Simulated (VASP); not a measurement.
Computed with rev-vdW-DF2, VASP's PBE PAW potentials (set 64) (plane waves; VASP).

VASP ran on this input.

### POSCAR
```
CsSnI3
1.0
  6.2082129639   0.0000000000   0.0000000000
  0.0000000000   6.2082129639   0.0000000000
  0.0000000000   0.0000000000   6.2082129639
Cs Sn I
1 1 3
direct
  0.0000000000   0.0000000000   0.0000000000
  0.5000000000   0.5000000000   0.5000000000
  0.5000000000   0.0000000000   0.5000000000
  0.0000000000   0.5000000000   0.5000000000
  0.5000000000   0.5000000000   0.0000000000
```

### INCAR
```
LCHARG = .FALSE.
ISMEAR = 0   ! Gaussian
GGA = MK
EDIFFG = -0.02   ! ionic stop
EDIFF = 1E-6
SYSTEM = CsSnI3
ZAB_VDW = -1.8867
NELM = 100
SIGMA = 0.05   ! width (eV)
AGGAC = 0.0
LASPH = .TRUE.   ! aspherical one-centre terms
LMAXMIX = 4   ! l cut-off of mixed one-centre charges
PARAM2 = 0.7114
PREC = Accurate
LWAVE = .FALSE.
ALGO = Normal
ISIF = 3   ! ions, shape and volume
IBRION = 2
ENCUT = 520
NSW = 60
PARAM1 = 0.1234568
LREAL = .FALSE.
LUSE_VDW = .TRUE.
```

File KPOINTS:
```
Regular mesh
0
Gamma
 4 4 4
0 0 0
```

POTCAR, in this order: Cs_sv Sn_d I (PBE.64 set). Program: vasp_std.

What VASP printed:

OUTCAR:
```
 ion  position               nearest neighbor table
   1  0.000  0.000  0.000-
   2  0.500  0.500  0.500-   3 3.10   4 3.10   5 3.10   5 3.10   3 3.10   4 3.10
   3  0.500  0.000  0.500-   2 3.10   2 3.10
   4  0.000  0.500  0.500-   2 3.10   2 3.10
   5  0.500  0.500  0.000-   2 3.10   2 3.10
  LATTYP: Found a simple cubic cell.
 ALAT       =     6.2082129639
 Subroutine PRICEL returns:
 Original cell was already a primitive cell.
 Subroutine GETGRP returns: Found 48 space group operations
The static configuration has the point symmetry O_h .
The dynamic configuration has the point symmetry O_h .
 Subroutine INISYM returns: Found 48 space group operations
 Subroutine IBZKPT returns following result:
 Found     10 irreducible k-points:

 Following reciprocal coordinates:
            Coordinates               Weight
  0.000000  0.000000  0.000000      1.000000
  0.250000  0.000000  0.000000      6.000000
  0.500000  0.000000  0.000000      3.000000
  0.250000  0.250000  0.000000     12.000000
  0.500000  0.250000  0.000000     12.000000
  0.500000  0.500000  0.000000      3.000000
  0.250000  0.250000  0.250000      8.000000
  0.500000  0.250000  0.250000     12.000000
  0.500000  0.500000  0.250000      6.000000
  0.500000  0.500000  0.500000      1.000000
   k-points           NKPTS =     10   k-points in BZ     NKDIM =     10   number of bands    NBANDS=     26
   number of dos      NEDOS =    301   number of ions     NIONS =      5
   total plane-waves  NPLWV = 110592
   dimension x,y,z NGX =    48 NGY =   48 NGZ =   48
   dimension x,y,z NGXF=    96 NGYF=   96 NGZF=   96
   ions per type =               1   1   3
   PREC   = accura    normal or accurate (medium, high low for compatibility)
   ISTART =      0    job   : 0-new  1-cont  2-samecut
   ICHARG =      2    charge: 1-file 2-atom 10-const
   ISPIN  =      1    spin polarized calculation?
   LNONCOLLINEAR =      F non collinear calculations
   LSORBIT =      F    spin-orbit coupling
   INIWAV =      1    electr: 0-lowe 1-rand  2-diag
   ENCUT  =  520.0 eV  38.22 Ry    6.18 a.u.  11.54 11.54 11.54*2*pi/ulx,y,z
   NELM   =    100;   NELMIN=  2; NELMDL= -5     # of ELM steps
   EDIFF  = 0.1E-05   stopping-criterion for ELM
   LREAL  =      F    real-space projection
   NLSPLINE    = F    spline interpolate recip. space projectors
   LMAXMIX     =    4 max onsite mixed and CHGCAR
   VOSKOWN=      0    Vosko Wilk Nusair interpolation
   EDIFFG = -.2E-01   stopping-criterion for IOM
   NSW    =     60    number of steps for IOM
   NBLOCK =      1;   KBLOCK =     60    inner block; outer block
   IBRION =      2    ionic relax: 0-MD 1-quasi-New 2-CG
   NFREE  =      1    steps in history (QN), initial steepest desc. (CG)
   ISIF   =      3    stress and relaxation
   ISYM   =      2    0-nonsym 1-usesym 2-fastsym
   TEIN   =    0.0    initial temperature
   TEBEG  =    0.0;   TEEND  =   0.0 temperature during run
   SMASS  =  -3.00    Nose mass-parameter (am)
   PSTRESS=    0.0 pullay stress
   NELECT =      44.0000    total number of electrons
   EFERMI =   0.00;   METHOD = LEGACY
   ISMEAR =     0;   SIGMA  =   0.05  broadening in eV -4-tet -1-fermi 0-gaus
   IALGO  =     38    algorithm
   LDIAG  =      T    sub-space diagonalisation (order eigenvalues)
   IMIX   =      4    mixing-type and parameters
     AMIX     =   0.40;   BMIX     =  1.00
     AMIX_MAG =   1.60;   BMIX_MAG =  1.00
     AMIN     =   0.10
   GGA     = MK    functional components
   VOSKOWN =     0    Vosko Wilk Nusair interpolation
   LHFCALC =     F    Hartree Fock is set to
   LHFONE  =     F    Hartree Fock one center treatment
   AEXX    =    0.0000 exact exchange contribution
   LUSE_VDW   =     T    switch on vdW DFT
...
```

File OSZICAR:
```
       N       E                     dE             d eps       ncg     rms          rms(c)
DAV:   1     0.362098562747E+03    0.36210E+03   -0.18409E+04   520   0.153E+03
DAV:   2     0.409303252984E+02   -0.32117E+03   -0.31402E+03   602   0.302E+02
DAV:   3    -0.181258032392E+01   -0.42743E+02   -0.42474E+02   630   0.124E+02
DAV:   4    -0.360940932371E+01   -0.17968E+01   -0.17921E+01   622   0.290E+01
DAV:   5    -0.366827629803E+01   -0.58867E-01   -0.58834E-01   824   0.510E+00    0.394E+00
DAV:   6    -0.340318824908E+01    0.26509E+00   -0.48136E-01   640   0.372E+00    0.255E+00
DAV:   7    -0.337421023529E+01    0.28978E-01   -0.29888E-01   682   0.227E+00    0.921E-01
DAV:   8    -0.337644826800E+01   -0.22380E-02   -0.37196E-02   594   0.146E+00    0.248E-01
DAV:   9    -0.337615909416E+01    0.28917E-03   -0.34493E-03   656   0.444E-01    0.915E-02
DAV:  10    -0.337626666345E+01   -0.10757E-03   -0.46519E-04   638   0.112E-01    0.468E-02
DAV:  11    -0.337627976203E+01   -0.13099E-04   -0.14478E-04   724   0.853E-02    0.251E-02
DAV:  12    -0.337628002277E+01   -0.26074E-06   -0.17006E-05   636   0.272E-02    0.184E-02
DAV:  13    -0.337627926477E+01    0.75800E-06   -0.55326E-07   402   0.664E-03
   1 F= -.33762793E+01 E0= -.33762793E+01  d E =-.337628E+01
```

### OUTCAR
```
------------------------ aborting loop because EDIFF is reached ----------------------------------------
  FORCE on cell =-STRESS in cart. coord.  units (eV):
  Direction    XX          YY          ZZ          XY          YZ          ZX
  --------------------------------------------------------------------------------------
  Total       -0.0357032     -0.0357032     -0.0357032     -0.0000000     -0.0000000      0.0000000
  in kB       -0.2390660     -0.2390660     -0.2390660     -0.0000000     -0.0000000      0.0000000
  external PRESSURE =      -0.2390660 kB  Pullay stress =       0.0000000 kB
  volume of cell :      239.28
      direct lattice vectors                 reciprocal lattice vectors
     6.208212964  0.000000000  0.000000000     0.161076949  0.000000000  0.000000000
     0.000000000  6.208212964  0.000000000     0.000000000  0.161076949  0.000000000
     0.000000000  0.000000000  6.208212964     0.000000000  0.000000000  0.161076949
 POSITION                                       TOTAL-FORCE (eV/Angst)
 -----------------------------------------------------------------------------------
      0.00000      0.00000      0.00000         0.000000      0.000000      0.000000
      3.10411      3.10411      3.10411         0.000000      0.000000      0.000000
      3.10411      0.00000      3.10411         0.000000      0.000000      0.000000
      0.00000      3.10411      3.10411         0.000000      0.000000      0.000000
      3.10411      3.10411      0.00000         0.000000      0.000000      0.000000
 -----------------------------------------------------------------------------------
    total drift:                                0.000000     -0.000000     -0.000000
  FREE ENERGIE OF THE ION-ELECTRON SYSTEM (eV)
  ---------------------------------------------------
  free  energy   TOTEN  =        -3.3762792648 eV

  energy  without entropy=       -3.3762792614  energy(sigma->0) =       -3.37627926

 reached required accuracy - stopping structural energy minimisation
```
(Selected blocks of OUTCAR.)

The compound is CsSnI3 in the cubic perovskite structure, the ideal cubic form; the compound distorts at low or room temperature. It was relaxed first. The start is the result of an earlier pass.
